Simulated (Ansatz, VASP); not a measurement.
## SiC (Moissanite 3C): VASP beside Ansatz

Wanted: the spread between two codes on one cell, functional and k mesh. The cell is taken from a series of runs on this material, whose earlier steps may have relaxed, scaled, displaced or heated it; both programs get it as it stands.

Method: plane waves, with VASP 6.6.1 beside it; zone-centre phonons at LDA, in Ansatz 0.2.0.

## Step 1: The structure

It takes space group F-43m (No. 216, cubic). The conventional cell has a = 4.348 Å, b = 4.348 Å, c = 4.348 Å, α = 90.00°, β = 90.00°, γ = 90.00°. Nearest to Si lie 4 C at 1.88 Å. Nearest to C lie 4 Si at 1.88 Å. Farther neighbours are not listed.

## Step 2: Ansatz: zone-centre phonons, LDA

Ansatz runs on its default PAW (the set named soft_2) files.

Second derivatives magnify differences that forces hide, and they need a tight electronic threshold.

File input.yaml:

```yaml
crystal:
  lattice:
    - [0.0, 2.1738329135, 2.1738329135]
    - [2.1738329135, 0.0, 2.1738329135]
    - [2.1738329135, 2.1738329135, 0.0]
  atoms:
    - { symbol: Si, position: [0.0, 0.0, 0.0] }
    - { symbol: C, position: [0.25, 0.25, 0.25] }
kpoints:
  mp_grid: { grid: [6, 6, 6] }
hamiltonian:
  xc: lda
scf:
  occupations: { method: fixed }
output:
  eigenvalues: true
basis:
  ecutwfc: 260.0
phonons:
  method: dfpt
  dielectric: true
  rigid_motions: translations
```

On the command line:

```console
$ ansatz run input.yaml --threads 4 --pin off --max-ram 7168MiB --backend cpu --events-out ev --progress --plain --runs-dir out
```

Numbers of over 12 decimals in the logs are rounded to 6 here.

Log:

```text
Warning: basis.ecutwfc = 260 eV is below the records' recommended 420 eV, and the density's cutoff is lower with it unless basis.ecutrho_ratio is high enough to keep the records' density cutoff: compare with a run at a higher cutoff
Engine: ansatz 0.2.0, aarch64-unknown-linux-gnu
Pseudopotentials: kind: paw
Pseudopotential: Si, paw, valence charge 4, recommended cutoff 420 eV (normal), Si.paw.azcp
Pseudopotential: C, paw, valence charge 4, recommended cutoff 420 eV (normal), C.paw.azcp
Functional definition: SPW92
  exchange = slater_x
  correlation = pw_c
Crystal: 2 atoms, lattice volume = 20.545 Å³
Basis set: ecut = 260 eV, 181 PW (Γ), exchange–correlation on 36×36×36 points (8 copies of the dense FFT grid, shifted against one another)
Bands: 8, of which v1, the nominal top of the filled ones, is band 4 counted from 1 (3 counted from 0)
Symmetry: 24 space group operations
k-points: 46 of 216 (irreducible under 4 space group operations, time reversal used)
Non-local potential: Si, projectors of the file, l = 0: 2, l = 1: 2, l = 2: 2
Non-local potential: C, projectors of the file, l = 0: 2, l = 1: 2, l = 2: 1
PAW form: soft (Blöchl's): semilocal exchange-correlation on the pseudo side does not see the compensation charge
PAW frozen core: Si, regenerated for the run's functional, and the local potential with it (the file was generated under x = pbe(κ = 0.804, μ = 0.219515), c = pbe(β = 0.066725))
PAW frozen core: C, regenerated for the run's functional, and the local potential with it (the file was generated under x = pbe(κ = 0.804, μ = 0.219515), c = pbe(β = 0.066725))
PAW one-centre angular grid: Si, 110 points (default); XC on 64 Gauss nodes
PAW one-centre angular grid: C, 110 points (default); XC on 64 Gauss nodes
Initial density: superposition of atomic densities (neutral atoms: chi_scale 0, normalization atom), corrected by the library's trained network
Initial wavefunctions: pseudopotential atomic-orbital guess
Functional: x = slater, c = lda
SCF iter   1: F=—  HF=-851.736988 eV  |F-HF|=—  |Δ(HF+E_count)|=         —  Δρ=1.65e-2  dr2=4.10e-2  ethr=1.77e-3  ⟨swp⟩=4.9  Hψ=2559  notcnv=0  defer=59
preconditioner: auto → none  [insulator: Δε(μ)=1.103 eV  Ē_g=13.968 eV  n_scr=0 (ndim 8)  ℏωp=23.2 eV  f_vac=0.000  ε∞_Penn≈3.8]
SCF iter   2: F=—  HF=-851.726319 eV  |F-HF|=—  |Δ(HF+E_count)|=   1.07e-2  Δρ=6.21e-3  dr2=3.28e-3  ethr=5.12e-4  ⟨swp⟩=2.6  Hψ=921  notcnv=0  defer=84
SCF iter   3: F=—  HF=-851.725957 eV  |F-HF|=—  |Δ(HF+E_count)|=   3.62e-4  Δρ=3.31e-3  dr2=3.69e-4  ethr=4.10e-5  ⟨swp⟩=2.8  Hψ=615  notcnv=0  defer=81
SCF iter   4: F=—  HF=-851.726162 eV  |F-HF|=—  |Δ(HF+E_count)|=   2.05e-4  Δρ=9.15e-5  dr2=8.46e-7  ethr=4.61e-6  ⟨swp⟩=1.1  Hψ=375  notcnv=0
SCF iter   5: F=—  HF=-851.726163 eV  |F-HF|=—  |Δ(HF+E_count)|=   6.52e-7  Δρ=1.07e-5  dr2=1.22e-8  ethr=1.06e-8  ⟨swp⟩=2.4  Hψ=542  notcnv=0
SCF iter   6: F=—  HF=-851.726163 eV  |F-HF|=—  |Δ(HF+E_count)|=   2.23e-9  Δρ=1.13e-6  dr2=2.85e-10  ethr=1.53e-10  ⟨swp⟩=2.1  Hψ=548  notcnv=0
SCF iter   7: F=-851.726163 eV  HF=-851.726163 eV  |F-HF|=5.68e-13  |Δ(HF+E_count)|=  1.16e-10  Δρ=1.00e-7  dr2=1.42e-12  ethr=1.25e-12  ⟨swp⟩=6.2  Hψ=1948  notcnv=0
SCF 1 converged in 7 iterations: F = -851.726163 eV  dr2 = 1.42e-12
  greatest PAW one-centre occupation: 0.634 electrons in one spin orbital (limit 2), on the C atom at site 1 (counted from 0), in its partial waves of l = 0
NSCF: frozen V_eff on 7 k-points
DFPT response loops at Γ: preconditioner auto → none (the input reference at scf.mixing.eps_inf says where Resta's filter doesn't serve); β = 0.50; Broyden in place of MSR1
── the response to a field inside a basis, on 6×6×6 k-points: an SCF that follows is theirs, and a resumed run solves both again ──
Bands: 5, of which v1, the nominal top of the filled ones, is band 4 counted from 1 (3 counted from 0)
k-points: 28 of 216 (irreducible under 6 space group operations, time reversal used)
Initial density: handed on by an earlier stage of this run
Initial wavefunctions: pseudopotential atomic-orbital guess (no wavefunctions were taken with the density)
Eigensolver: Dense (28 Hₖ)
SCF iter   1: F=—  HF=-852.158673 eV  |F-HF|=—  |Δ(HF+E_count)|=         —  Δρ=1.33e-2  dr2=1.33e-2  ethr=1.00e-1
preconditioner: auto → none  [insulator: Δε(μ)=1.941 eV  Ē_g=10.660 eV  n_scr=0 (ndim 8)  ℏωp=23.2 eV  f_vac=0.000  ε∞_Penn≈5.7]
SCF iter   2: F=—  HF=-852.155727 eV  |F-HF|=—  |Δ(HF+E_count)|=   2.95e-3  Δρ=5.42e-3  dr2=1.76e-3  ethr=1.66e-4
SCF iter   3: F=—  HF=-852.155604 eV  |F-HF|=—  |Δ(HF+E_count)|=   1.23e-4  Δρ=2.66e-3  dr2=2.80e-4  ethr=2.20e-5
SCF iter   4: F=—  HF=-852.155626 eV  |F-HF|=—  |Δ(HF+E_count)|=   2.21e-5  Δρ=1.16e-4  dr2=7.66e-7  ethr=3.51e-6
SCF iter   5: F=-852.155627 eV  HF=-852.155627 eV  |F-HF|=5.50e-10  |Δ(HF+E_count)|=   2.56e-7  Δρ=5.98e-6  dr2=2.50e-9  ethr=9.58e-9
SCF 1 converged in 5 iterations: F = -852.155627 eV  dr2 = 2.50e-9
  greatest PAW one-centre occupation: 0.638 electrons in one spin orbital (limit 2), on the C atom at site 1 (counted from 0), in its partial waves of l = 0
DFPT response loops at Γ: mixed as the last ones told, above
WARN: field response: ε∞ stands inside a basis, on 6×6×6 points; the force constants stand on the 6×6×6 k-mesh, whose period is 10.69 times the interband length at k = (0.0000, -0.5000, -0.5000), direct gap 4.478 eV, under 14: take them and everything formed from them as unconverged, and compare with a denser kpoints.mp_grid
SCF converged after 7 iterations
Free energy (F): -851.726163 eV
Harris-Foulkes:  -851.726163 eV  (|F-HF|=5.68e-13)
Internal energy: -851.726163 eV  (E = F + TS)
E sigma→0 (E₀):  -851.726163 eV
Fermi energy:    9.415979 eV
--- Per-component energies (eV) ---
  E_band       = 27.749498
  E_kinetic    = 136.704372
  E_local      = -104.209233  (includes V_loc(G=0)·N_el)
  E_nonlocal   = 52.326595
  E_hartree    = 31.391098
  E_xc         = -105.209417
  E_vxc        = -110.029908  (∫ρ·V_xc dr)
  E_paw        = -577.416310  (= ΣΔE_a)
  E_vpaw       = -9.824787  (= ΣTr[D̂ρ^β])
  E_aug_tail   = 0.000264  (compensation charges beyond the density's cutoff)
  E_ewald      = -285.460696
  E_core_change = 0.147163  (= ΣΔE_core)
  E_smearing   = -0.000000  (= −TS)
  E_closure    = -0.000000  (closes the sum)
  Σ components = -851.726163   (vs F -851.726163, Δ=0.00e0)
--- Band table (eV; the first three rows and the last of 46) ---
  k-point 0: bands = ["-6.0672", "9.4160", "9.4160", "9.4160", "15.6172", "16.6489", "16.6489", "16.6489"]
  k-point 1: bands = ["-5.5220", "7.0083", "9.0838", "9.0838", "15.6846", "17.1679", "17.1679", "17.7398"]
  k-point 2: bands = ["-3.9797", "3.1512", "8.5429", "8.5429", "15.0118", "16.9702", "16.9702", "19.2331"]
  k-point 45: bands = ["-1.3341", "1.9385", "4.6160", "6.2204", "14.4452", "17.2071", "19.6567", "20.5941"]
--- Phonons (Γ-DFPT): 2 representative perturbations + reference, on 46 of 216 k-points (Σ response iterations 6) ---
  k mesh reduced under 4 symmetry operations, with k and −k counted as one. Each operation leaves every solved perturbation unchanged. A smaller set is not considered because the run solves the response to a homogeneous field
  ASR residual: 6.622e-5 → 0.000e0 eV/Å²; symmetrization residual: 4.913e-7 eV/Å²
  ASR residual per site (eV/Å²): 3.13e-5 6.62e-5
  Γ frequencies (cm⁻¹): 0.00 0.00 0.00 811.44 811.44 811.44
  ε∞ (high-frequency dielectric tensor):
        6.959014    -0.000000    -0.000000
       -0.000000     6.959014     0.000000
       -0.000000     0.000000     6.959014
  ε⁰ (static dielectric tensor: ions relaxed, cell fixed):
       10.099068    -0.000000    -0.000000
       -0.000000    10.099068     0.000000
       -0.000000     0.000000    10.099068
  ε⁰ − ε∞ (ionic part):
        3.140054     0.000000     0.000000
        0.000000     3.140054     0.000000
        0.000000     0.000000     3.140054
  softest optical mode at Γ: 811.44 cm⁻¹; the repairs (sum rule, projections) moved no ω² at Γ by more than (1.25 cm⁻¹)²
  Born effective charges Z* (e; rows j = field, columns β = displacement):
    site 0:
         2.69490    0.00000   -0.00000
        -0.00000    2.69490    0.00000
         0.00000    0.00000    2.69490
    site 1:
        -2.69490   -0.00000    0.00000
         0.00000   -2.69490   -0.00000
        -0.00000   -0.00000   -2.69490
  Z* charge neutrality: 5.327e-2 e pre-enforcement
  solved inside a basis spanned on kpoints, on 6×6×6 k-points, its susceptibility summed on 10×10×10: ε∞ is read to err by 2.3e-2, Z* by 6.9e-2 e (field_mesh: kpoints solves on kpoints); Z* is corrected for what the basis lacks
  optical modes at Γ without the LO–TO term, one row a degenerate level:
      ω (cm⁻¹)  modes    IR ((D/Å)²/amu)
        811.44      3            59.7472
  optical modes at Γ + LO–TO along q̂ = [1.0000, 0.0000, 0.0000]:
      ω (cm⁻¹)  modes    IR ((D/Å)²/amu)
        811.44      2            39.8315
        977.51      1            19.9157
  optical modes at Γ + LO–TO along q̂ = [0.0000, 1.0000, 0.0000]:
      ω (cm⁻¹)  modes    IR ((D/Å)²/amu)
        811.44      2            39.8315
        977.51      1            19.9157
  optical modes at Γ + LO–TO along q̂ = [0.0000, 0.0000, 1.0000]:
      ω (cm⁻¹)  modes    IR ((D/Å)²/amu)
        811.44      2            39.8315
        977.51      1            19.9157
```

[end of part 1 of 2]

[Lines on the potential files, build, host, timing and source positions are cut from VASP's logs without a mark.]

[Logs are printed without paths, hosts, clocks, repeated set-up lines and the standing remarks that a program may print on its own settings, such as how far it seeks lower states.]

[Hosts, paths, dates, database ids (printed as entryN), source tags and the programs' standing remarks are cut or masked in the printed files.]
